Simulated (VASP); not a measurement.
ZnSe (zinc blende):

```
CELL_PARAMETERS angstrom
      0.00000     2.83500     2.83500
      2.83500     0.00000     2.83500
      2.83500     2.83500     0.00000
ATOMIC_POSITIONS crystal
  Zn 0.00000 0.00000 0.00000
  Se 0.25000 0.25000 0.25000
```

The lowest empty band near Γ, direction [100], from PBE with spin-orbit coupling in VASP (PAW); its two spin partners are averaged. The gap over the points computed is 1.16 eV, and the next band on that side lies 4.42 eV away at the edge.

Run with 400 eV cut-off, 9×9×9 Γ-centred mesh, Gaussian smearing of 0.050 eV, potentials Zn Se.

```tsv
distance from the edge in k (1/Å)	distance in energy (meV)
0.012	5.9
0.018	13.1
0.025	25.0
0.035	48.1
0.050	94.7
0.070	175.3
```

Q: Fit E(1 + αE) = ħ²k²/2m* (ħ²/2m0 = 3.810 eV Å²) and predict the row at 0.095 1/Å.

A: Least squares on the energies gives the electron mass m* = 0.093 m0 and α = 0.79 per eV, and so 297.5 meV. The run gave 297.7 meV, +0.2 meV from the fit. So light an electron mass at Γ scales with the gap, and carries this level's error in it.

Left out are points under 3 meV from the edge, since the levels carry 0.1 meV, and points farther than half the way to the next band.

The compound is ZnSe in the zinc blende structure. The cell was not relaxed at this level.
